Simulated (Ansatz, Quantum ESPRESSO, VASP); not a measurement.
## HgPPt₅ (P1, 7 atoms in the cell) computed with different codes at matched settings

Self-consistent single point, at a second geometry (atoms moved at random). First geometry:

```xyz
7
Lattice="3.9390 0.0000 0.0000 0.0000 3.9390 0.0000 0.0000 0.0000 7.2098" Properties=species:S:1:pos:R:3 pbc="T T T"
Hg     1.9695     1.9695     0.0000
P      0.0000     0.0000     3.6049
Pt     0.0000     1.9695     2.1851
Pt     0.0000     1.9695     5.0248
Pt     1.9695     0.0000     2.1851
Pt     1.9695     0.0000     5.0248
Pt     0.0000     0.0000     0.0000
```

Second geometry:
```xyz
7
Lattice="3.9390 0.0000 0.0000 0.0000 3.9390 0.0000 0.0000 0.0000 7.2098" Properties=species:S:1:pos:R:3 pbc="T T T"
Hg     1.9851     1.9292    -0.0107
P      0.0398     0.0114     3.5774
Pt     0.0033     1.9694     2.2646
Pt     0.0011     1.9524     4.9857
Pt     1.9580     0.0206     2.1719
Pt     1.9393    -0.0144     5.0022
Pt    -0.0181     0.0400     0.0335
```

Shared settings, as Ansatz (a program for electronic structure) writes them: kpoints.mp_grid.grid = 6 6 3; scf.occupations.method = fermi_dirac; scf.occupations.width = 0.01 Ry. Potentials and cutoffs stand in the table.

```csv
code,model,ΔF from the first geometry (meV/atom),pressure (GPa),largest force (eV/Å),cutoff
VASP,"PBEsol, VASP's PBE PAW potentials (set 64)",16.8,-3.62,1.083,300 eV
Ansatz,"PBEsol, PAW files made with PBE",16.9,-3.36,1.091,default
Quantum ESPRESSO,"PBEsol, GBRV 1.5 ultrasoft (PBESOL) pseudopotentials",16.6,-4.18,1.075,40 Ry
```

Size of the force on each atom (eV/Å): Sizes of forces hide their directions.

| code | Hg1 | P2 | Pt3 | Pt4 | Pt5 | Pt6 | Pt7 |
|---|---|---|---|---|---|---|---|
| VASP | 0.712 | 0.668 | 1.083 | 0.787 | 0.459 | 0.574 | 0.659 |
| Ansatz | 0.685 | 0.659 | 1.091 | 0.802 | 0.460 | 0.578 | 0.638 |
| Quantum ESPRESSO | 0.691 | 0.660 | 1.075 | 0.785 | 0.455 | 0.570 | 0.642 |

On Ansatz's run: spin-orbit coupling is off. Spin polarisation is off; with an odd number of electrons in the cell that forces a metal, and a magnetic state may lie lower.

The spread over the programs that give each value: ΔF from the first geometry within 0.3 meV/atom; pressure within 0.82 GPa; largest force within 0.016 eV/Å.

Ansatz's pressure is given at a fixed set of plane waves, as the other plane-wave codes print theirs; with its correction for the finite basis it is -3.31 GPa.

VASP's run is marked for a possible Pulay error in its stress at this cutoff; no cutoff test was made.

The starting cell comes from a database of computed structures (which also holds hypothetical and non-ambient phases and stackings), without a prior relaxation at this level. For this run, on top of that: atoms moved at random.

Left out of this page: GPAW, CP2K and SIESTA (not drawn, or without a comparable value).

Keys are those of Ansatz 0.2.
